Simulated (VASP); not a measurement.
Set up this calculation in VASP 6.6.1, as the native input.

```yaml
Task: single point
Functional: PBE
Potentials_or_basis: VASP PAW PBE potentials, release 64 (Y_sv, Pt, F)
Cutoff: 520 eV
k_mesh: 12 × 12 × 8
Occupations: gaussian, width 0.1 eV
Spin: no spin polarisation
Dipole_correction: no
Further_INCAR_settings: ALGO = Fast; EDIFF = 1e-06; NBANDS = 36
```

The structure of YPt3F2 lies in POSCAR:

```
YPt3F2
1.0
    4.8876425153      0.0000000000      0.0000000000
   -2.4438212577      4.2328225829      0.0000000000
    0.0000000000      0.0000000000      5.5398813714
Y Pt F
1 3 2
Direct
    0.0000000000      0.0000000000      0.0000000000
    0.5000000000      0.0000000000      0.5000000000
    0.5000000000      0.5000000000      0.5000000000
    0.0000000000      0.5000000000      0.5000000000
    0.3333333333      0.6666666667      0.0000000000
    0.6666666667      0.3333333333      0.0000000000
```

The cell was built by a generator and needn't be a form met in nature.

The cell isn't the ideal one: species swapped into the DyB2Ru3 type (P6/mmm, No. 191).

The input as run:

INCAR

```
SYSTEM = YPt3F2
  PREC = Accurate
  ENCUT = 520
  EDIFF = 1E-6
  ISMEAR = 0
  SIGMA = 0.1
  LREAL = .False.
  LASPH = .True.
  NELM = 100
  ALGO = Fast
  ISIF = 2
  LWAVE = .False.
  LCHARG = .False.
  GGA = PE
  NBANDS = 36
```

KPOINTS

```
regular mesh
0
Gamma
  12 12 8
  0 0 0
```

Potentials or basis: VASP PAW PBE potentials, release 64 (Y_sv, Pt, F).

The run is started by

```bash
$ cat potpaw_PBE.64/Y_sv/POTCAR potpaw_PBE.64/Pt/POTCAR potpaw_PBE.64/F/POTCAR > POTCAR
$ mpirun -np 1 vasp_std > vasp.out
```

Results of the run:

| Quantity | Value |
| --- | --- |
| Pressure | -0.4 GPa |
| Band gap on the k mesh | none (metal or under the smearing width) |

Caveat: an odd number of electrons without spin polarisation forces a metal; a magnetic or distorted state may lie lower.

Wall time 4.9 min on 1 thread of Intel(R) Xeon(R) 6975P-C (Granite Rapids) (shared host), peak memory 0.5 GiB.
